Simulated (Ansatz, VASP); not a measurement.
CaI in VASP and in Ansatz

Contents of POSCAR:

```
CaI
1.0
    4.1468204634      0.0000000000      0.0000000000
   -2.0734102317      3.5912518662      0.0000000000
    0.0000000000      0.0000000000      4.5762290000
Ca I
1 1
Direct
    0.0000000000      0.0000000000      0.5000000000
    0.6666666700      0.3333333300      0.0000000000
```

INCAR.step1

```
SYSTEM = CaI
PREC     = Accurate       ! precision mode
ENCUT    = 520            ! plane-wave cutoff, eV
ISMEAR   = 0              ! smearing method
SIGMA    = 0.1            ! smearing width, eV
LREAL    = .False.        ! projectors in reciprocal space
LASPH    = .True.         ! aspherical terms in the spheres
NELM     = 100            ! most SCF steps
NBANDS   = 16             ! bands
GGA      = PE             ! functional
ALGO     = Normal         ! electronic algorithm
EDIFF    = 1E-4           ! SCF threshold, eV
LWAVE    = .True.         ! write WAVECAR
LCHARG   = .False.        ! write CHGCAR
```

Contents of INCAR.step2:

```
SYSTEM = CaI
PREC     = Accurate       ! precision mode
ENCUT    = 520            ! plane-wave cutoff, eV
EDIFF    = 1E-6           ! SCF threshold, eV
ISMEAR   = 0              ! smearing method
SIGMA    = 0.1            ! smearing width, eV
LREAL    = .False.        ! projectors in reciprocal space
LASPH    = .True.         ! aspherical terms in the spheres
NELM     = 100            ! most SCF steps
ALGO     = Normal         ! electronic algorithm
ISIF     = 2              ! what is computed and relaxed
LWAVE    = .False.        ! write WAVECAR
LCHARG   = .False.        ! write CHGCAR
METAGGA  = R2SCAN         ! meta-GGA
LMIXTAU  = .True.       
NBANDS   = 16             ! bands
ISTART   = 1
```

The input KPOINTS:

```
regular mesh
0
Gamma
  6 6 4
  0 0 0
```

Input for Ansatz:

```yaml
crystal:
  lattice:
    - [4.1468204634, 0.0, 0.0]
    - [-2.0734102317, 3.5912518662, 0.0]
    - [0.0, 0.0, 4.576229]
  atoms:
    - { symbol: Ca, position: [0.0, 0.0, 0.5] }
    - { symbol: I, position: [0.66666667, 0.33333333, 0.0] }
basis:
  ecutwfc: 500
kpoints:
  mp_grid: { grid: [6, 6, 4] }
hamiltonian:
  xc: r2scan
scf:
  occupations: { method: gaussian, width: 0.1 }
output:
  forces: true
  stress: true
  eigenvalues: true
```

The cell comes from a database or a generator and needn't be the stable form of this composition.

Alike in both runs: task single point; functional r2SCAN; k mesh 6 × 6 × 4; occupations gaussian, width 0.1 eV; no spin polarisation.

|  | VASP | Ansatz |
| --- | --- | --- |
| version | VASP 6.6.1 | Ansatz 0.2.0 |
| potentials or method | VASP PAW PBE potentials, release 64 (Ca_sv, I) | scalar-relativistic, plane waves, PAW |
| plane-wave cutoff (eV) | 520 | 500 |
| valence electrons in the cell | 17 | 27 |

```csv
,VASP,Ansatz,Ansatz less VASP
gap on the k mesh at the Fermi level (eV),none,none,-
pressure (GPa),-0.7,-0.8,-0.08
largest component of the traceless stress (GPa),1.04,1.06,+0.021
```

A gap of «none» marks a metal or a gap that the smearing closes. The two sets of potentials don't hold the same shells in valence.

Caveats: the PAW data sets were made with another functional, which shifts forces and pressure a little (VASP); an odd number of electrons without spin polarisation forces a metal; a magnetic or distorted state may lie lower. The runs have no spin-orbit coupling, so splittings on I are missing.
